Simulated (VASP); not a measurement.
Output of a VASP run:

### OUTCAR
```
 ion  position               nearest neighbor table
   1  0.000  0.000  0.000-   3 3.05   4 3.05   5 3.05   3 3.05   4 3.05   4 3.05   5 3.05   4 3.05
                             3 3.05   5 3.05   3 3.05   5 3.05   2 3.74   2 3.74   2 3.74   2 3.74
   2  0.500  0.500  0.500-   3 2.16   4 2.16   5 2.16   5 2.16   3 2.16   4 2.16   1 3.74   1 3.74
                             1 3.74   1 3.74   1 3.74   1 3.74   1 3.74   1 3.74
   3  0.500  0.000  0.500-   2 2.16   2 2.16   1 3.05   1 3.05   1 3.05   1 3.05
   4  0.000  0.500  0.500-   2 2.16   2 2.16   1 3.05   1 3.05   1 3.05   1 3.05
   5  0.500  0.500  0.000-   2 2.16   2 2.16   1 3.05   1 3.05   1 3.05   1 3.05
  LATTYP: Found a simple cubic cell.
 ALAT       =     4.3128321212
 Subroutine PRICEL returns:
 Original cell was already a primitive cell.
 Subroutine GETGRP returns: Found 48 space group operations
The static configuration has the point symmetry O_h .
The dynamic configuration has the point symmetry O_h .
 Subroutine INISYM returns: Found 48 space group operations
 Subroutine IBZKPT returns following result:
 Found     10 irreducible k-points:

 Following reciprocal coordinates:
            Coordinates               Weight
  0.000000  0.000000  0.000000      1.000000
  0.200000  0.000000  0.000000      6.000000
  0.400000  0.000000  0.000000      6.000000
  0.200000  0.200000  0.000000     12.000000
  0.400000  0.200000  0.000000     24.000000
  0.400000  0.400000  0.000000     12.000000
  0.200000  0.200000  0.200000      8.000000
  0.400000  0.200000  0.200000     24.000000
  0.400000  0.400000  0.200000     24.000000
  0.400000  0.400000  0.400000      8.000000
   k-points           NKPTS =     10   k-points in BZ     NKDIM =     10   number of bands    NBANDS=     24
   number of dos      NEDOS =    301   number of ions     NIONS =      5
   total plane-waves  NPLWV =  32768
   dimension x,y,z NGX =    32 NGY =   32 NGZ =   32
   dimension x,y,z NGXF=    64 NGYF=   64 NGZF=   64
   ions per type =               1   1   3
   PREC   = accura    normal or accurate (medium, high low for compatibility)
   ISTART =      0    job   : 0-new  1-cont  2-samecut
   ICHARG =      2    charge: 1-file 2-atom 10-const
   ISPIN  =      1    spin polarized calculation?
   LNONCOLLINEAR =      F non collinear calculations
   LSORBIT =      F    spin-orbit coupling
   INIWAV =      1    electr: 0-lowe 1-rand  2-diag
   ENCUT  =  520.0 eV  38.22 Ry    6.18 a.u.   8.02  8.02  8.02*2*pi/ulx,y,z
   NELM   =    100;   NELMIN=  2; NELMDL= -5     # of ELM steps
   EDIFF  = 0.1E-06   stopping-criterion for ELM
   LREAL  =      F    real-space projection
   NLSPLINE    = F    spline interpolate recip. space projectors
   LMAXMIX     =    4 max onsite mixed and CHGCAR
   VOSKOWN=      0    Vosko Wilk Nusair interpolation
   EDIFFG = 0.1E-05   stopping-criterion for IOM
   NSW    =      0    number of steps for IOM
   NBLOCK =      1;   KBLOCK =      1    inner block; outer block
   IBRION =     -1    ionic relax: 0-MD 1-quasi-New 2-CG
   NFREE  =      0    steps in history (QN), initial steepest desc. (CG)
   ISIF   =      2    stress and relaxation
   ISYM   =      2    0-nonsym 1-usesym 2-fastsym
   TEIN   =    0.0    initial temperature
   TEBEG  =    0.0;   TEEND  =   0.0 temperature during run
   SMASS  =  -3.00    Nose mass-parameter (am)
   PSTRESS=    0.0 pullay stress
   NELECT =      40.0000    total number of electrons
   EFERMI =   0.00;   METHOD = LEGACY
   ISMEAR =     0;   SIGMA  =   0.05  broadening in eV -4-tet -1-fermi 0-gaus
   IALGO  =     38    algorithm
   LDIAG  =      T    sub-space diagonalisation (order eigenvalues)
   IMIX   =      4    mixing-type and parameters
     AMIX     =   0.40;   BMIX     =  1.00
     AMIX_MAG =   1.60;   BMIX_MAG =  1.00
     AMIN     =   0.10
   GGA     = RP    functional components
   VOSKOWN =     0    Vosko Wilk Nusair interpolation
   LHFCALC =     F    Hartree Fock is set to
   LHFONE  =     F    Hartree Fock one center treatment
   AEXX    =    0.0000 exact exchange contribution
   IVDW    =     0    specifies the selected vdW correction
   LEPSILON=     F    determine dielectric tensor
   LRPA    =     F    only Hartree local field effects (RPA)
  energy-cutoff  :      520.00
...
```

OSZICAR:
```
       N       E                     dE             d eps       ncg     rms          rms(c)
DAV:   1     0.327306790402E+03    0.32731E+03   -0.22023E+04   480   0.161E+03
DAV:   2    -0.264988460690E+02   -0.35381E+03   -0.34333E+03   656   0.382E+02
DAV:   3    -0.469408394549E+02   -0.20442E+02   -0.20424E+02   776   0.928E+01
DAV:   4    -0.474924593505E+02   -0.55162E+00   -0.55148E+00   680   0.122E+01
DAV:   5    -0.475071257292E+02   -0.14666E-01   -0.14666E-01   696   0.135E+00    0.256E+01
DAV:   6    -0.396941546793E+02    0.78130E+01   -0.50581E+01   608   0.434E+01    0.111E+01
DAV:   7    -0.396889005678E+02    0.52541E-02   -0.40266E+00   680   0.111E+01    0.634E+00
DAV:   8    -0.396952975745E+02   -0.63970E-02   -0.43041E-01   680   0.518E+00    0.703E-01
DAV:   9    -0.396993251916E+02   -0.40276E-02   -0.50017E-02   680   0.140E+00    0.517E-01
DAV:  10    -0.397044092942E+02   -0.50841E-02   -0.21234E-02   624   0.130E+00    0.258E-01
DAV:  11    -0.397039964782E+02    0.41282E-03   -0.23971E-03   648   0.429E-01    0.548E-02
DAV:  12    -0.397041932288E+02   -0.19675E-03   -0.48384E-04   576   0.166E-01    0.384E-02
DAV:  13    -0.397042052001E+02   -0.11971E-04   -0.75775E-05   760   0.609E-02    0.157E-02
DAV:  14    -0.397042075996E+02   -0.23996E-05   -0.98428E-06   616   0.256E-02    0.108E-02
DAV:  15    -0.397042075501E+02    0.49546E-07   -0.26123E-06   696   0.119E-02    0.164E-03
DAV:  16    -0.397042076536E+02   -0.10348E-06   -0.36949E-07   600   0.444E-03    0.731E-04
DAV:  17    -0.397042077893E+02   -0.13569E-06   -0.66446E-08   456   0.182E-03    0.310E-04
DAV:  18    -0.397042077677E+02    0.21607E-07   -0.10171E-08   408   0.751E-04
   1 F= -.39704208E+02 E0= -.39704208E+02  d E =-.310548E-11
```

**OUTCAR**
```
------------------------ aborting loop because EDIFF is reached ----------------------------------------
  FORCE on cell =-STRESS in cart. coord.  units (eV):
  Direction    XX          YY          ZZ          XY          YZ          ZX
  --------------------------------------------------------------------------------------
  Total       -1.9647020     -1.9647020     -1.9647020     -0.0000000     -0.0000000      0.0000000
  in kB      -39.2391513    -39.2391513    -39.2391513     -0.0000000     -0.0000000      0.0000000
  external PRESSURE =     -39.2391513 kB  Pullay stress =       0.0000000 kB
  volume of cell :       80.22
      direct lattice vectors                 reciprocal lattice vectors
     4.312832121  0.000000000  0.000000000     0.231866201  0.000000000  0.000000000
     0.000000000  4.312832121  0.000000000     0.000000000  0.231866201  0.000000000
     0.000000000  0.000000000  4.312832121     0.000000000  0.000000000  0.231866201
 POSITION                                       TOTAL-FORCE (eV/Angst)
 -----------------------------------------------------------------------------------
      0.00000      0.00000      0.00000         0.000000      0.000000      0.000000
      2.15642      2.15642      2.15642         0.000000      0.000000      0.000000
      2.15642      0.00000      2.15642         0.000000      0.000000      0.000000
      0.00000      2.15642      2.15642         0.000000      0.000000      0.000000
      2.15642      2.15642      0.00000         0.000000      0.000000      0.000000
 -----------------------------------------------------------------------------------
    total drift:                                0.000000     -0.000000     -0.000000
  FREE ENERGIE OF THE ION-ELECTRON SYSTEM (eV)
  ---------------------------------------------------
  free  energy   TOTEN  =       -39.7042077677 eV

  energy  without entropy=      -39.7042077677  energy(sigma->0) =      -39.70420777
```
(Selected blocks of OUTCAR.)

**POSCAR**
```
BaZrO3
1
    4.3128321212     0.0000000000     0.0000000000
    0.0000000000     4.3128321212     0.0000000000
    0.0000000000     0.0000000000     4.3128321212
Ba Zr O
1 1 3
Direct
  0.0000000000   0.0000000000   0.0000000000
  0.5000000000   0.5000000000   0.5000000000
  0.5000000000   0.0000000000   0.5000000000
  0.0000000000   0.5000000000   0.5000000000
  0.5000000000   0.5000000000   0.0000000000
```

Reconstruct the remaining input files.

This is not unique; one that fits is the input of the run itself, RPBE GGA, plane waves, VASP's PBE PAW potentials (set 64).

### INCAR
```
LASPH  =  .TRUE.
ISIF  =  2   # forces and stress, cell fixed
ENCUT  =  520   # plane-wave cut-off (eV)
LREAL  =  .FALSE.
ISMEAR  =  0   # Gaussian
EDIFF  =  1E-7   # SCF stop (eV)
PREC  =  Accurate
GGA  =  RP
LWAVE  =  .FALSE.
SYSTEM  =  BaZrO3
ALGO  =  Normal   # blocked Davidson
SIGMA  =  0.05
LCHARG  =  .FALSE.
LMAXMIX  =  4   # l cut-off of mixed one-centre charges
NELM  =  100   # most electronic steps
```

KPOINTS:
```
Regular mesh
0
gamma
 5 5 5
0 0 0
```

POTCAR, in this order: Ba_sv Zr_sv O (PBE.64 set). Program: vasp_std.

The compound is BaZrO3 in the cubic perovskite structure. This cell is one point of a volume scan, at 1.03 of the reference volume.
